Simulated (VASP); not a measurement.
Given:

```xyz
2
Lattice="0.0000 2.5398 2.5398 2.5398 0.0000 2.5398 2.5398 2.5398 0.0000" Properties=species:S:1:pos:R:3 pbc="T T T"
Gd     0.0000     0.0000     0.0000
N      2.5398     2.5398     2.5398
```

These are PBE GGA, VASP's PBE PAW potentials (set 64) (plane waves; VASP) values and carry that method's errors. Run with 520 eV cut-off, 8×8×8 Γ-centred mesh, Gaussian smearing of 0.050 eV, potentials Gd_3 N.

The 4f electrons are frozen in the core of the lanthanide potential, so 4f levels, which can set the real gap, and their magnetism are missing.

Question: Give the stress tensor in GPa (positive for a compressed cell).

Answer: 
```
-8.04   0.00   0.00
 0.00  -8.04   0.00
 0.00   0.00  -8.04
```
The pressure is its mean diagonal, -8.04 GPa.

The compound is GdN in the rock salt structure. The cell was not relaxed at this level.
